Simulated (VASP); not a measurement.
Write the native input for VASP 6.6.1 that does the following.

| Property | Result |
| --- | --- |
| Task | single point |
| Functional | PBE |
| Potentials or basis | VASP PAW PBE potentials, release 64 (Ni) |
| Cutoff | 700 eV |
| k mesh | 14 × 14 × 14 |
| Occupations | gaussian, width 0.1 eV |
| Spin | collinear spin, ferromagnetic start |
| Starting moments | [0.8] μB |
| Further INCAR settings | ALGO = Normal; EDIFF = 1e-07 |

The structure of Ni lies in POSCAR:

```
Ni
1.0
    0.0000000000      1.7619350000      1.7619350000
    1.7619350000      0.0000000000      1.7619350000
    1.7619350000      1.7619350000      0.0000000000
Ni
1
Direct
    0.0000000000      0.0000000000      0.0000000000
```

One way to write it, as run:

INCAR

```
SYSTEM = Ni
PREC = Accurate
ENCUT = 700
EDIFF = 1E-7
ISMEAR = 0
SIGMA = 0.1
LREAL = .FALSE.
LASPH = .TRUE.
NELM = 150
ALGO = Normal
ISIF = 2
LWAVE = .FALSE.
LCHARG = .FALSE.
ISPIN = 2
MAGMOM = 0.8
LORBIT = 11
LMAXMIX = 4
GGA = PE
```

KPOINTS

```
Automatic mesh
0
G
  14 14 14
  0 0 0
```

Potentials or basis: VASP PAW PBE potentials, release 64 (Ni).

The run is started by

```sh
$ cat potpaw_PBE.64/Ni/POTCAR > POTCAR
$ mpirun -np 1 vasp_std > vasp.out
```

It gave:

```json
{
  "Pressure": "-1.1 GPa",
  "Band gap on the k mesh": "none (metal or under the smearing width)",
  "Net moment": "0.59 μB per cell",
  "Site moments": "Ni +0.61 μB",
  "Valence electrons inside the program's atomic spheres": "Ni 9.30"
}
```

Wall time 17 s on 1 thread of Intel(R) Xeon(R) Platinum 8559C (Emerald Rapids) (shared host), peak memory 0.16 GiB.
